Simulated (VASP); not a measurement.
# WO3 (space group P6/mmm): computed properties

Computed with LDA (Ceperley-Alder, Perdew-Zunger), VASP's LDA PAW potentials (set 64) (plane waves; VASP 6.6.1).

For WO3, the space group is P6/mmm (191) and the cell is a = 7.371 Å, b = 7.371 Å, c = 3.789 Å, α = 90.00°, β = 90.00°, γ = 120.00°. The volume per atom comes out as 14.86 Å^3/atom. The band gap (over mesh and band path) is 0.54 eV, the smallest direct gap (over mesh and band path) is 1.32 eV and the band-edge character is indirect, A to Γ. The density is 6.48 g/cm³ and the mean ε∞ (independent particles) is 8.10.

```
WO3
1.0
    7.37138     0.00000     0.00000
   -3.68569     6.38380     0.00000
    0.00000     0.00000     3.78935
W O
3 9
Direct
  0.50000   0.50000   0.00000
  0.00000   0.50000   0.00000
  0.50000   0.00000   0.00000
  0.21470   0.42940   0.00000
  0.78530   0.57060   0.00000
  0.78530   0.21470   0.00000
  0.21470   0.78530   0.00000
  0.57060   0.78530   0.00000
  0.42940   0.21470   0.00000
  0.00000   0.50000   0.50000
  0.50000   0.00000   0.50000
  0.50000   0.50000   0.50000
```

Unless said otherwise, spin-orbit coupling is left out, though it shifts the bands of the heavy elements here.

The structure comes from a computed database's WO3 entry (P6/mmm); how it stands against other phases isn't given here. It was relaxed first. Symmetry was kept, so distortions that lower it aren't found.
